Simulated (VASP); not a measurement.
Crystal: Si.

```
CELL_PARAMETERS angstrom
0.00000 5.46900 5.46900
5.46900 0.00000 5.46900
5.46900 5.46900 0.00000
ATOMIC_POSITIONS crystal
Si 0.00000 0.00000 0.00000
Si 0.00000 0.00000 0.50000
Si 0.00000 0.50000 0.00000
Si 0.00000 0.50000 0.50000
Si 0.50000 0.00000 0.00000
Si 0.50000 0.00000 0.50000
Si 0.50000 0.50000 0.00000
Si 0.50000 0.50000 0.50000
Si 0.12500 0.12500 0.12500
Si 0.12500 0.12500 0.62500
Si 0.12500 0.62500 0.12500
Si 0.12500 0.62500 0.62500
Si 0.62500 0.12500 0.12500
Si 0.62500 0.12500 0.62500
Si 0.62500 0.62500 0.12500
Si 0.62500 0.62500 0.62500
```

The cell was built by a generator and needn't be a form met in nature.

```yaml
Program: VASP 6.6.1
Task: phonon dispersion
Functional: PBE
Potentials_or_basis: VASP PAW PBE potentials, release 64 (Si)
Cutoff: 520 eV
k_mesh: 3 × 3 × 3
Occupations: gaussian, width 0.05 eV
Spin: no spin polarisation
Supercell_matrix: "[2, 0, 0, 0, 2, 0, 0, 0, 2]"
Further_INCAR_settings: LREAL = Auto; ALGO = Fast; EDIFF = 1e-07; IBRION = 6; POTIM = 0.015; NSW = 1
```

Question: Is this structure dynamically stable at this level, and how far does the spectrum reach?

Answer: Yes, as far as this q mesh shows: no mode on the path is imaginary. The highest frequency is 504 cm⁻¹.

Phonon frequencies at the corners of the path (cm⁻¹, interpolated; i marks imaginary ones):
| point | frequencies |
| --- | --- |
| Γ | 0 0 0 504 504 504 |
| X | 146 146 401 401 446 446 |
| W | 193 193 369 369 458 458 |
| K | 135 218 362 386 455 462 |
| L | 109 109 372 398 477 477 |
| U | 135 218 362 386 455 462 |

A q mesh this small can miss soft modes between its points.
